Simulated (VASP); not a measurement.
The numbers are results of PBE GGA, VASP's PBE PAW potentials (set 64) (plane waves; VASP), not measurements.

VASP ran on this input.

### POSCAR
```
MgSe
1
    0.0000000000     2.7931104821     2.7931104821
    2.7931104821     0.0000000000     2.7931104821
    2.7931104821     2.7931104821     0.0000000000
Mg Se
1 1
Direct
  0.0000000000   0.0000000000   0.0000000000
  0.5000000000   0.5000000000   0.5000000000
```

**KPOINTS**
```
K-points
0
gamma
 8 8 8
0 0 0
```

**INCAR**
```
LASPH = .True.
ENCUT = 480
LMAXMIX = 4
GGA = PE   # PBE
PREC = Accurate
ALGO = Normal   # blocked Davidson
LREAL = .False.   # projection in real space or not
SIGMA = 0.05   # width (eV)
LCHARG = .False.
SYSTEM = MgSe
EDIFF = 1E-7   # SCF stop (eV)
ISMEAR = 0   # Gaussian
LWAVE = .False.
ISIF = 2   # forces and stress, cell fixed
NELM = 100   # most electronic steps
```

POTCAR, in this order: Mg Se (PBE.64 set). Program: vasp_std.

### Question
Predict the energy per atom (σ→0), pressure.

### Answer

```
Quantity                       Result
---------------------  --------------
energy per atom (σ→0)  -3.738 eV/atom
pressure                    -2.47 GPa
```

**OSZICAR**
```
...
DAV:   7    -0.747633229216E+01    0.45777E-01   -0.24170E-01   592   0.240E+00    0.916E-01
DAV:   8    -0.747536624245E+01    0.96605E-03   -0.10653E-02   512   0.745E-01    0.212E-01
DAV:   9    -0.747531581206E+01    0.50430E-04   -0.16010E-04   616   0.906E-02    0.131E-01
DAV:  10    -0.747533498906E+01   -0.19177E-04   -0.21727E-04   560   0.798E-02    0.277E-02
DAV:  11    -0.747532900964E+01    0.59794E-05   -0.26308E-05   544   0.251E-02    0.107E-02
DAV:  12    -0.747532909911E+01   -0.89469E-07   -0.21165E-06   584   0.863E-03    0.167E-03
DAV:  13    -0.747532905803E+01    0.41081E-07   -0.17743E-08   344   0.117E-03
   1 F= -.74753291E+01 E0= -.74753291E+01  d E =-.162131E-16
```

The compound is MgSe in the rock salt structure. This cell was strained or had an atom moved on purpose.
